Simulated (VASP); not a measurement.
An input for Quantum ESPRESSO's pw.x (written as the equivalent of a VASP run, and not itself run):

```
&CONTROL
  calculation = 'scf'
  pseudo_dir = './pseudo'
  outdir = './out'
  tprnfor = .true.
  tstress = .true.
/
&SYSTEM
  ibrav = 0
  nat = 1
  ntyp = 1
  ecutwfc = 58
  occupations = 'smearing'
  smearing = 'methfessel-paxton'
  degauss = 0.00735
  input_dft = 'pbesol'
/
&ELECTRONS
  conv_thr = 7.3e-09
  electron_maxstep = 100
/
ATOMIC_SPECIES
  Ta 180.948 Ta.upf
CELL_PARAMETERS angstrom
    -1.6911727    1.6911727    1.6911727
     1.6911727   -1.6911727    1.6911727
     1.6911727    1.6911727   -1.6911727
ATOMIC_POSITIONS crystal
  Ta   0.0000000  0.0000000  0.0000000
K_POINTS automatic
  14 14 14 0 0 0
```

**Question.** Translate this input to VASP (INCAR, KPOINTS, POSCAR, choice of POTCAR).

**Answer.** This is not unique; one that fits is 
File POSCAR:
```
Ta
1.0
 -1.6911727403   1.6911727403   1.6911727403
  1.6911727403  -1.6911727403   1.6911727403
  1.6911727403   1.6911727403  -1.6911727403
Ta
1
Cartesian
  0.0000000000   0.0000000000   0.0000000000
```

**KPOINTS**
```
Regular mesh
0
Gamma
  14 14 14
0 0 0
```

### INCAR
```
# general
SYSTEM =Ta
PREC   =Accurate
ENCUT  =480
LREAL  =.FALSE.   # projection in real space or not
LASPH  =.TRUE.

# electronic loop
EDIFF  =1E-7   # SCF stop (eV)
NELM   =100   # most electronic steps
ALGO   =Normal
LMAXMIX=6

# smearing
ISMEAR =1   # Methfessel-Paxton
SIGMA  =0.1

# functional
GGA    =PS

# ions
ISIF   =2   # forces and stress, cell fixed

# output
LWAVE  =.FALSE.
LCHARG =.FALSE.
```

POTCAR, in this order: Ta_pv (PBE.64 set). Program: vasp_std.

Limits of the translation: the potentials are each code's own (VASP's PAW set, PseudoDojo norm-conserving files in pw.x), so ENCUT and ecutwfc are chosen apart and not converted; conv_thr bounds pw.x's estimated SCF error, while EDIFF bounds the energy change between steps.

The compound is Ta in the bcc structure. This cell was strained or had an atom moved on purpose.
